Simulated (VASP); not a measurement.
```
CdTe
1.0
    0.00000     3.22835     3.22835
    3.22835     0.00000     3.22835
    3.22835     3.22835     0.00000
Cd Te
1 1
Direct
  0.00000   0.00000   0.00000
  0.25000   0.25000   0.25000
```

Method: PBE GGA with D4 dispersion, VASP's PBE PAW potentials (set 64) (plane waves; VASP). Run with 520 eV cut-off, 7×7×7 Γ-centred mesh, Gaussian smearing of 0.050 eV, potentials Cd Te.

Unless said otherwise, spin-orbit coupling is left out, though it shifts the bands of the heavy elements here.

Question: Estimate the energy per atom (σ→0), pressure, band gap (on the k-mesh) with the smallest direct gap where there is one.

Answer: 
band gap (on the k-mesh): 0.81 eV
smallest direct gap (on the k-mesh): 0.81 eV
energy per atom (σ→0): -2740 meV/atom
pressure: 13.0 kbar

The compound is CdTe in the zinc blende structure. This cell is one point of a volume scan, at 0.97 of the reference volume.
